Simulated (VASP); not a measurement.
Take Mg$_{2}$Sn (antifluorite), without spin-orbit terms, in VASP with PAW potentials, and its band gap. mBJ is a potential without an energy functional, so only the levels count.

**Question.** One run gives 0 (metallic) eV. Which level is it?
A. PBEsol (own cell)
B. mBJ (TB09) (PBE cell)
C. HSE06 (PBE cell)

**Answer.** A, PBEsol (own cell).  The others give 0.14 (HSE06 (PBE cell)), 0.15 (mBJ (TB09) (PBE cell)).

Only levels that ran to the end are used. Left out are those held back, those with too coarse a band path, GW runs whose mesh misses a band edge, hybrids' fits of cells that aren't cubic and levels without matching references; a question may draw on a part of the rest.

The compound is Mg2Sn in the antifluorite structure.
